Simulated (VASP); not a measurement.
A VASP calculation is set up with these files.

**POSCAR**
```
KMgF3
3.9653410
  1.0000000000   0.0000000000   0.0000000000
  0.0000000000   1.0000000000   0.0000000000
  0.0000000000   0.0000000000   1.0000000000
K Mg F
1 1 3
Cartesian
  0.5000000000   0.5000000000   0.5000000000
  0.0000000000   0.0000000000   0.0000000000
  0.0000000000   0.5000000000   0.0000000000
  0.5000000000   0.0000000000   0.0000000000
  0.0000000000   0.0000000000   0.5000000000
```

KPOINTS:
```
Regular mesh
0
Gamma
4 4 4
0 0 0
```

### INCAR
```
SYSTEM  =  KMgF3
LREAL  =  .False.   # projection in real space or not
LWAVE  =  .False.
SIGMA  =  0.01   # width (eV)
LASPH  =  .True.   # aspherical one-centre terms
ENCUT  =  400   # plane-wave cut-off (eV)
LCHARG  =  .False.
ISIF  =  2   # forces and stress, cell fixed
ALGO  =  Normal   # blocked Davidson
GGA  =  PE   # PBE
PREC  =  Accurate
NELM  =  100   # most electronic steps
ISMEAR  =  0
EDIFF  =  1E-6
```

POTCAR, in this order: K_sv Mg F (PBE.64 set). Program: vasp_std.

Q: Write an equivalent input for Ansatz.

A: One equivalent input (not run):
Ansatz 0.2 input:
```yaml
crystal:
  lattice:
    - [3.9653410, 0.0000000, 0.0000000]
    - [0.0000000, 3.9653410, 0.0000000]
    - [0.0000000, 0.0000000, 3.9653410]
  atoms:
    - { symbol: K, position: [0.5000000, 0.5000000, 0.5000000] }
    - { symbol: Mg, position: [0.0000000, 0.0000000, 0.0000000] }
    - { symbol: F, position: [0.0000000, 0.5000000, 0.0000000] }
    - { symbol: F, position: [0.5000000, 0.0000000, 0.0000000] }
    - { symbol: F, position: [0.0000000, 0.0000000, 0.5000000] }
kpoints:
  mp_grid: { grid: [4, 4, 4] }
hamiltonian:
  xc: pbe
  pseudopotentials: { kind: paw }
scf:
  occupations: { method: gaussian, width: 0.01 }
  max_iter: 100
output: { forces: true, stress: true, eigenvalues: true }
```
Limits of the translation: each code has its own PAW files, so the cut-off isn't converted (ENCUT is set for VASP's; basis.ecutwfc is left out, and Ansatz then takes the one that its files recommend); Ansatz stops its SCF on the density residual and VASP on the energy change (EDIFF).

The structure comes from a computed database's KMgF3 entry; how it stands against other phases isn't given here. The cell was not relaxed at this level. The run is one of a series of settings (GGA = PE against the base run), some of them coarse on purpose.
